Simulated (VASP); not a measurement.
OSZICAR of a VASP run on Ru (hcp):

### OSZICAR
```
       N       E                     dE             d eps       ncg     rms          rms(c)
DAV:   1     0.273235106942E+03    0.27324E+03   -0.17483E+04  4328   0.161E+03
DAV:   2    -0.134875361207E+02   -0.28672E+03   -0.28132E+03  4592   0.476E+02
DAV:   3    -0.197153490079E+02   -0.62278E+01   -0.60268E+01  4536   0.751E+01
DAV:   4    -0.197744624204E+02   -0.59113E-01   -0.58969E-01  5416   0.665E+00
DAV:   5    -0.197752938776E+02   -0.83146E-03   -0.83142E-03  4614   0.705E-01    0.151E+01
DAV:   6    -0.184454217084E+02    0.13299E+01   -0.38898E+00  4348   0.201E+01    0.341E+00
DAV:   7    -0.183754975737E+02    0.69924E-01   -0.22544E-01  4428   0.432E+00    0.915E-01
DAV:   8    -0.183681692913E+02    0.73283E-02   -0.61389E-03  4472   0.920E-01    0.258E-01
DAV:   9    -0.183679443857E+02    0.22491E-03   -0.71096E-04  5396   0.291E-01    0.445E-02
DAV:  10    -0.183679579664E+02   -0.13581E-04   -0.29569E-05  5004   0.496E-02    0.133E-02
DAV:  11    -0.183679593970E+02   -0.14306E-05   -0.37548E-06  4608   0.179E-02    0.280E-03
DAV:  12    -0.183679593454E+02    0.51568E-07   -0.10207E-07  2880   0.215E-03
   1 F= -.18367959E+02 E0= -.18367777E+02  d E =-.183680E+02
```

Which electronic solver shows in the log?

It is blocked Davidson (ALGO = Normal, or the opening steps of other solvers). The INCAR had ALGO = Normal.

Can the final energy be trusted as converged?

The calculation finished and met its thresholds. It stopped with EDIFF = 1E-7, NELM = 100, NSW = 30 and EDIFFG = -0.01 after 1 ionic step (PBE GGA, plane waves, VASP's PBE PAW potentials (set 64)).

The compound is Ru in the hcp structure. This cell was strained or had an atom moved on purpose.
